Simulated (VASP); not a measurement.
An input for Quantum ESPRESSO's pw.x (written as the equivalent of a VASP run, and not itself run):

```
&CONTROL
  calculation = 'vc-relax'
  pseudo_dir = './pseudo'
  outdir = './out'
  tprnfor = .true.
  tstress = .true.
  nstep = 30
  forc_conv_thr = 0.00039
/
&SYSTEM
  ibrav = 0
  nat = 2
  ntyp = 1
  ecutwfc = 84
  occupations = 'smearing'
  smearing = 'methfessel-paxton'
  degauss = 0.00735
  input_dft = 'pbe'
  vdw_corr = 'grimme-d3'
  dftd3_version = 4
  dftd3_threebody = .false.
/
&ELECTRONS
  conv_thr = 7.3e-09
  electron_maxstep = 100
/
&IONS
/
&CELL
  cell_dofree = 'shape'
/
ATOMIC_SPECIES
  As 74.922 As.upf
CELL_PARAMETERS angstrom
     3.4638296   -1.8560180   -0.0523427
     3.4638296    1.8560180   -0.0523427
     2.5157401    0.0000000    3.0193887
ATOMIC_POSITIONS crystal
  As   0.2305813  0.2305813  0.2305813
  As   0.7694187  0.7694187  0.7694187
K_POINTS automatic
  12 12 12 0 0 0
```

Task: Translate this input to VASP (INCAR, KPOINTS, POSCAR, choice of POTCAR).

Result: One answer among several that fit: 
File POSCAR:
```
As
1
    3.4638296111    -1.8560179629    -0.0523427419
    3.4638296111     1.8560179629    -0.0523427419
    2.5157401049     0.0000000000     3.0193887085
As
2
Direct
  0.2305812974   0.2305812974   0.2305812974
  0.7694187026   0.7694187026   0.7694187026
```

File KPOINTS:
```
Automatic mesh
0
Gamma
12 12 12
0 0 0
```

### INCAR
```
# general
SYSTEM  = As
PREC    = Accurate
ENCUT   = 520   # plane-wave cut-off (eV)
LREAL   = F
LASPH   = T

# electronic loop
EDIFF   = 1E-7   # SCF stop (eV)
NELM    = 100   # most electronic steps
ALGO    = Normal   # blocked Davidson
LMAXMIX = 4   # l cut-off of mixed one-centre charges

# smearing
ISMEAR  = 1   # Methfessel-Paxton
SIGMA   = 0.1

# functional
GGA     = PE
IVDW    = 12

# ions
IBRION  = 2
NSW     = 30   # most ionic steps
ISIF    = 4
EDIFFG  = -0.01

# output
LWAVE   = F
LCHARG  = F
```

POTCAR, in this order: As (PBE.64 set). Program: vasp_std.

The two are equivalent in intent, not identical: the potentials are each code's own (VASP's PAW set, PseudoDojo norm-conserving files in pw.x), so ENCUT and ecutwfc are chosen apart and not converted; conv_thr bounds pw.x's estimated SCF error, while EDIFF bounds the energy change between steps; forc_conv_thr acts on force components and is met together with etot_conv_thr.

The compound is As in the a7 structure. This cell is one point of a volume scan, at 0.94 of the reference volume. Symmetry was kept, so distortions that lower it aren't found.
